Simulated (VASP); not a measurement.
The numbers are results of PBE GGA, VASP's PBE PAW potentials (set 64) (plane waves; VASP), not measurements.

A VASP calculation is set up with these files.

### INCAR
```
SYSTEM = NiAl
PREC = Accurate
ENCUT = 480
EDIFF = 1E-7
NELM = 100
ALGO = Normal
LREAL = .FALSE.
LASPH = .TRUE.
ISMEAR = 1
SIGMA = 0.1
GGA = PE
LMAXMIX = 4
LWAVE = .FALSE.
LCHARG = .FALSE.
ISIF = 3
IBRION = 2
NSW = 40
EDIFFG = -0.01
PSTRESS = 10
```

File KPOINTS:
```
Automatic mesh
0
Gamma
12 12 12
0 0 0
```

### POSCAR
```
NiAl
1
    2.8926903333    -0.0000000000    -0.0000000000
    0.0000000000     2.8926903333     0.0000000000
    0.0000000000    -0.0000000000     2.8926903333
Al Ni
1 1
Direct
  0.5000000000   0.5000000000   0.5000000000
  0.0000000000   0.0000000000   0.0000000000
```

POTCAR, in this order: Al Ni (PBE.64 set). Program: vasp_std.

Problem. Estimate the energy per atom (σ→0), volume per atom, band gap (on the k-mesh).

Solution. 
* **energy per atom (σ→0)**: -5.268 eV/atom
* **band gap (on the k-mesh)**: none (metal, semimetal or under 0.01 eV)
* **volume per atom**: 12.03 Å^3/atom

### OSZICAR
```
...
DAV:   1    -0.105414550802E+02   -0.63100E-02   -0.69471E-02  1780   0.495E+00    0.677E-01
DAV:   2    -0.105476946408E+02   -0.62396E-02   -0.20168E-01  1896   0.761E+00    0.882E-01
DAV:   3    -0.105361831281E+02    0.11512E-01   -0.81835E-02  1892   0.490E+00    0.101E-01
DAV:   4    -0.105360555591E+02    0.12757E-03   -0.48402E-04  1738   0.253E-01    0.138E-02
DAV:   5    -0.105360552883E+02    0.27071E-06   -0.16699E-05  2522   0.526E-02    0.574E-03
DAV:   6    -0.105360562349E+02   -0.94653E-06   -0.83501E-07  1846   0.105E-02    0.100E-03
DAV:   7    -0.105360562866E+02   -0.51763E-07   -0.18249E-08   872   0.183E-03
   3 F= -.10385828E+02 E0= -.10385810E+02  d E =-.388143E-03
```

The compound is NiAl in the CsCl type structure. This run relaxes it under an external pressure of 1 GPa. Symmetry was kept, so distortions that lower it aren't found. The run is not spin-polarised, so no magnetic state was tried. The electron count is odd and the run is not spin-polarised, which forces a metal.
